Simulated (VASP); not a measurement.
Calculation: optB88-vdW, VASP's PBE PAW potentials (set 64) (plane waves; VASP).

A VASP calculation is set up with these files.

### INCAR
```
PARAM2  =  0.22
ISMEAR  =  0
EDIFF  =  1E-7
LWAVE  =  .False.
LUSE_VDW  =  .True.
SIGMA  =  0.05   # width (eV)
ENCUT  =  520
SYSTEM  =  KZnF3
ISIF  =  2   # forces and stress, cell fixed
LMAXMIX  =  4   # l cut-off of mixed one-centre charges
PREC  =  Accurate
AGGAC  =  0.0
PARAM1  =  0.1833333333
LASPH  =  .True.
LCHARG  =  .False.
ALGO  =  Normal
LREAL  =  .False.   # projection in real space or not
GGA  =  BO
NELM  =  100
```

### KPOINTS
```
Regular mesh
0
Gamma
  6 6 6
0 0 0
```

POSCAR:
```
KZnF3
1
    4.1231050962     0.0000000000     0.0000000000
    0.0000000000     4.1231050962     0.0000000000
    0.0000000000     0.0000000000     4.1231050962
K Zn F
1 1 3
Direct
  0.0000000000   0.0000000000   0.0000000000
  0.5000000000   0.5000000000   0.5000000000
  0.5000000000   0.0000000000   0.5000000000
  0.0000000000   0.5000000000   0.5000000000
  0.5000000000   0.5000000000   0.0000000000
```

POTCAR, in this order: K_sv Zn F (PBE.64 set). Program: vasp_std.

Output of the run:

OSZICAR:
```
       N       E                     dE             d eps       ncg     rms          rms(c)
DAV:   1     0.456648583246E+03    0.45665E+03   -0.22777E+04  1000   0.199E+03
DAV:   2     0.240388277421E+02   -0.43261E+03   -0.41963E+03  1178   0.486E+02
DAV:   3    -0.115893909476E+02   -0.35628E+02   -0.35493E+02  1210   0.155E+02
DAV:   4    -0.123381466578E+02   -0.74876E+00   -0.74798E+00  1582   0.207E+01
DAV:   5    -0.123470066265E+02   -0.88600E-02   -0.88552E-02  1336   0.188E+00    0.116E+01
DAV:   6    -0.975675740166E+01    0.25902E+01   -0.97725E+00  1433   0.419E+01    0.681E+00
DAV:   7    -0.982807361025E+01   -0.71316E-01   -0.16047E+00  1034   0.874E+00    0.444E+00
DAV:   8    -0.983593262496E+01   -0.78590E-02   -0.61001E-01  1317   0.151E+01    0.165E+00
DAV:   9    -0.979778999294E+01    0.38143E-01   -0.10861E-01  1518   0.941E+00    0.603E-01
DAV:  10    -0.979461760779E+01    0.31724E-02   -0.74916E-02  1470   0.628E+00    0.259E-01
DAV:  11    -0.979437970992E+01    0.23790E-03   -0.11995E-02  1416   0.140E+00    0.653E-02
DAV:  12    -0.979448531023E+01   -0.10560E-03   -0.47568E-04  1110   0.262E-01    0.752E-02
DAV:  13    -0.979444520684E+01    0.40103E-04   -0.47124E-04  1175   0.799E-01    0.378E-02
DAV:  14    -0.979443425485E+01    0.10952E-04   -0.16148E-04  1328   0.140E-01    0.530E-03
DAV:  15    -0.979443415899E+01    0.95859E-07   -0.50529E-06  1468   0.416E-02    0.325E-03
DAV:  16    -0.979443398555E+01    0.17344E-06   -0.12608E-06  1406   0.306E-02    0.169E-03
DAV:  17    -0.979443394193E+01    0.43622E-07   -0.53107E-07  1032   0.558E-03
   1 F= -.97944339E+01 E0= -.97944339E+01  d E =-.179703E-17
```

File OUTCAR:
```
------------------------ aborting loop because EDIFF is reached ----------------------------------------
  FORCE on cell =-STRESS in cart. coord.  units (eV):
  Direction    XX          YY          ZZ          XY          YZ          ZX
  --------------------------------------------------------------------------------------
  Total       -0.9365869     -0.9365869     -0.9365869      0.0000000      0.0000000      0.0000000
  in kB      -21.4084617    -21.4084617    -21.4084617      0.0000000      0.0000000      0.0000000
  external PRESSURE =     -21.4084617 kB  Pullay stress =       0.0000000 kB
  volume of cell :       70.09
      direct lattice vectors                 reciprocal lattice vectors
     4.123105096  0.000000000  0.000000000     0.242535656  0.000000000  0.000000000
     0.000000000  4.123105096  0.000000000     0.000000000  0.242535656  0.000000000
     0.000000000  0.000000000  4.123105096     0.000000000  0.000000000  0.242535656
 POSITION                                       TOTAL-FORCE (eV/Angst)
 -----------------------------------------------------------------------------------
      0.00000      0.00000      0.00000         0.000000      0.000000      0.000000
      2.06155      2.06155      2.06155         0.000000      0.000000      0.000000
      2.06155      0.00000      2.06155         0.000000      0.000000      0.000000
      0.00000      2.06155      2.06155         0.000000      0.000000      0.000000
      2.06155      2.06155      0.00000         0.000000      0.000000      0.000000
 -----------------------------------------------------------------------------------
    total drift:                                0.000000     -0.000000     -0.000000
  FREE ENERGIE OF THE ION-ELECTRON SYSTEM (eV)
  ---------------------------------------------------
  free  energy   TOTEN  =        -9.7944339419 eV

  energy  without entropy=       -9.7944339419  energy(sigma->0) =       -9.79443394
```
(Selected blocks of OUTCAR.)

The compound is KZnF3 in the cubic perovskite structure. This cell is one point of a volume scan, at 1.03 of the reference volume.
